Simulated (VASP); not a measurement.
Consider the following.

```
CELL_PARAMETERS angstrom
      8.75833     0.00000     0.00000
      0.00000     8.75833     0.00000
      0.00000     0.00000     8.75833
ATOMIC_POSITIONS crystal
  Si 0.49785 0.99957 0.99939
  Si 0.74948 0.25066 0.99982
  Si 0.74944 0.99994 0.25043
  Si 0.99925 0.99956 0.99949
  Si 0.24954 0.24796 0.99944
  Si 0.50068 0.49947 0.99985
  Si 0.75017 0.74947 0.00084
  Si 0.24945 0.99952 0.24795
  Si 0.74898 0.49910 0.25337
  Si 0.50062 0.99988 0.49948
  Si 0.74897 0.25353 0.49884
  Si 0.75012 0.00105 0.74932
  Si 0.99938 0.50015 0.00087
  Si 0.24953 0.74919 0.99951
  Si 0.00005 0.25010 0.24993
  Si 0.24999 0.49943 0.25050
  Si 0.50005 0.75012 0.24993
  Si 0.99925 0.00102 0.50005
  Si 0.24985 0.25059 0.49949
  Si 0.50338 0.49908 0.49891
  Si 0.75029 0.75043 0.50022
  Si 0.24947 0.99950 0.74910
  Si 0.50004 0.25013 0.74994
  Si 0.75029 0.50031 0.75026
  Si 0.99975 0.74971 0.24993
  Si 0.00043 0.50024 0.50017
  Si 0.25088 0.74941 0.50006
  Si 0.99969 0.25007 0.74968
  Si 0.25092 0.50017 0.74936
  Si 0.50000 0.74972 0.74969
  Si 0.99995 0.75000 0.74985
  C  0.63894 0.10991 0.10979
  C  0.87268 0.37514 0.12736
  C  0.87264 0.12750 0.37490
  C  0.12408 0.12431 0.12422
  C  0.36008 0.38892 0.10985
  C  0.62507 0.62285 0.12732
  C  0.87572 0.87383 0.12520
  C  0.35983 0.10982 0.38913
  C  0.87549 0.62552 0.37578
  C  0.62504 0.12749 0.62262
  C  0.87549 0.37585 0.62537
  C  0.87567 0.12535 0.87380
  C  0.12385 0.62563 0.12527
  C  0.37423 0.87414 0.12424
  C  0.12511 0.37534 0.37527
  C  0.37739 0.62281 0.37492
  C  0.62541 0.87507 0.37526
  C  0.12370 0.12529 0.62565
  C  0.37737 0.37511 0.62266
  C  0.62585 0.62555 0.62539
  C  0.87494 0.87559 0.62496
  C  0.37424 0.12430 0.87390
  C  0.62542 0.37540 0.87492
  C  0.87501 0.62507 0.87540
  C  0.12408 0.87420 0.37554
  C  0.12549 0.62503 0.62491
  C  0.37527 0.87376 0.62564
  C  0.12419 0.37560 0.87415
  C  0.37534 0.62568 0.87382
  C  0.62556 0.87426 0.87410
  C  0.12475 0.87474 0.87470
  N  0.64098 0.39118 0.39095
```

The numbers are results of PBE GGA, VASP's PBE PAW potentials (set 64) (plane waves; VASP 6.6.1), not measurements. Settings: PREC = Normal, LREAL = Auto, ISYM = 0, 400 eV cut-off, 1×1×1 Γ-centred mesh, Gaussian smearing of 0.050 eV, potentials Si C N. Starting moments (MAGMOM): 63*0.0476. The cell's moment is fixed (NUPDOWN = 3).

The supercell is sampled at Γ alone, which is coarse: total energies, pressure and levels can be off, energies of defects by several tenths of an eV.

Task: What does the run give for the cell moment, energy per atom (σ→0)?

Result: 
```
Item                           Result
---------------------  --------------
cell moment                   3.00 μB
energy per atom (σ→0)  -7.422 eV/atom
```

Task: Give the moment on each site (PAW-sphere projection).

Result: 
```json
[
 {"site": "Si1", "moment (μB)": "-0.01"},
 {"site": "Si2", "moment (μB)": "-0.01"},
 {"site": "Si3", "moment (μB)": "-0.01"},
 {"site": "Si4", "moment (μB)": "0.00"},
 {"site": "Si5", "moment (μB)": "-0.01"},
 {"site": "Si6", "moment (μB)": "-0.01"},
 {"site": "Si7", "moment (μB)": "0.00"},
 {"site": "Si8", "moment (μB)": "-0.01"},
 {"site": "Si9", "moment (μB)": "0.00"},
 {"site": "Si10", "moment (μB)": "-0.01"},
 {"site": "Si11", "moment (μB)": "0.00"},
 {"site": "Si12", "moment (μB)": "0.00"},
 {"site": "Si13", "moment (μB)": "0.00"},
 {"site": "Si14", "moment (μB)": "0.00"},
 {"site": "Si15", "moment (μB)": "0.00"},
 {"site": "Si16", "moment (μB)": "-0.01"},
 {"site": "Si17", "moment (μB)": "0.00"},
 {"site": "Si18", "moment (μB)": "0.00"},
 {"site": "Si19", "moment (μB)": "-0.01"},
 {"site": "Si20", "moment (μB)": "0.00"},
 {"site": "Si21", "moment (μB)": "0.00"},
 {"site": "Si22", "moment (μB)": "0.00"},
 {"site": "Si23", "moment (μB)": "0.00"},
 {"site": "Si24", "moment (μB)": "0.00"},
 {"site": "Si25", "moment (μB)": "0.01"},
 {"site": "Si26", "moment (μB)": "0.00"},
 {"site": "Si27", "moment (μB)": "0.00"},
 {"site": "Si28", "moment (μB)": "0.01"},
 {"site": "Si29", "moment (μB)": "0.00"},
 {"site": "Si30", "moment (μB)": "0.01"},
 {"site": "Si31", "moment (μB)": "0.00"},
 {"site": "C32", "moment (μB)": "0.35"},
 {"site": "C33", "moment (μB)": "0.01"},
 {"site": "C34", "moment (μB)": "0.01"},
 {"site": "C35", "moment (μB)": "0.00"},
 {"site": "C36", "moment (μB)": "0.35"},
 {"site": "C37", "moment (μB)": "0.01"},
 {"site": "C38", "moment (μB)": "0.03"},
 {"site": "C39", "moment (μB)": "0.35"},
 {"site": "C40", "moment (μB)": "0.02"},
 {"site": "C41", "moment (μB)": "0.01"},
 {"site": "C42", "moment (μB)": "0.02"},
 {"site": "C43", "moment (μB)": "0.03"},
 {"site": "C44", "moment (μB)": "0.03"},
 {"site": "C45", "moment (μB)": "0.00"},
 {"site": "C46", "moment (μB)": "0.00"},
 {"site": "C47", "moment (μB)": "0.01"},
 {"site": "C48", "moment (μB)": "0.00"},
 {"site": "C49", "moment (μB)": "0.03"},
 {"site": "C50", "moment (μB)": "0.01"},
 {"site": "C51", "moment (μB)": "0.02"},
 {"site": "C52", "moment (μB)": "0.01"},
 {"site": "C53", "moment (μB)": "0.00"},
 {"site": "C54", "moment (μB)": "0.00"},
 {"site": "C55", "moment (μB)": "0.01"},
 {"site": "C56", "moment (μB)": "0.04"},
 {"site": "C57", "moment (μB)": "0.01"},
 {"site": "C58", "moment (μB)": "0.03"},
 {"site": "C59", "moment (μB)": "0.04"},
 {"site": "C60", "moment (μB)": "0.03"},
 {"site": "C61", "moment (μB)": "0.04"},
 {"site": "C62", "moment (μB)": "0.01"},
 {"site": "N63", "moment (μB)": "0.12"}
]
```

The absolute energy has meaning only against runs of the same code, potentials and settings.

The cell is a supercell with a defect, built from SiC (zinc blende): N_C-vac_Si.
